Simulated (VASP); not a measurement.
A convergence study with VASP on Si (diamond): one setting is varied, all else stays as given below, so the limit is that of these other settings.

```
Si
1.0
    0.00000     2.71550     2.71550
    2.71550     0.00000     2.71550
    2.71550     2.71550     0.00000
Si
2
Direct
  0.00000   0.00000   0.00000
  0.25000   0.25000   0.25000
```

Level of theory: PBE GGA, VASP's PBE PAW potentials (set 64) (plane waves; VASP). The tightest run used: 550 eV cut-off, 13×13×13 Monkhorst-Pack mesh, Gaussian smearing of 0.050 eV, potentials Si.

Q: The settings run are 1×1×1 mesh; 2×2×2 mesh; 3×3×3 mesh; 4×4×4 mesh; 5×5×5 mesh; 6×6×6 mesh; 7×7×7 mesh; 8×8×8 mesh; 9×9×9 mesh; 10×10×10 mesh; 11×11×11 mesh; 12×12×12 mesh; 13×13×13 mesh. From which on does the energy per atom stay within 0.001 eV/atom of the tightest run?

A: From 8×8×8 mesh on: it is off by 0.0000 there and by no more than 0.001 in any finer run, while 7×7×7 mesh is off by 0.0047.
```
setting        E (eV/atom)  pressure (GPa)  irreducible k-points  difference judged (eV/atom)
-------------  -----------  --------------  --------------------  ---------------------------
1×1×1 mesh          3.0788           42.92                     1                       8.5012
2×2×2 mesh         -5.3412            2.33                     2                       0.0813
3×3×3 mesh         -5.1136            3.93                     4                       0.3089
4×4×4 mesh         -5.4212            1.92                    10                       0.0013
5×5×5 mesh         -5.3903            2.15                    10                       0.0322
6×6×6 mesh         -5.4224            1.93                    28                       0.0000
7×7×7 mesh         -5.4178            1.95                    20                       0.0047
8×8×8 mesh         -5.4225            1.93                    60                       0.0000
9×9×9 mesh         -5.4217            1.93                    35                       0.0008
10×10×10 mesh      -5.4225            1.93                   110                       0.0000
11×11×11 mesh      -5.4223            1.93                    56                       0.0001
12×12×12 mesh      -5.4225            1.93                   182                       0.0000
13×13×13 mesh      -5.4225            1.93                    84                       0.0000
```

Left out are rungs that failed or repeat a setting and relaxations that didn't move; long series are thinned to 24 rows.

The compound is Si in the diamond structure. The cell was not relaxed at this level.
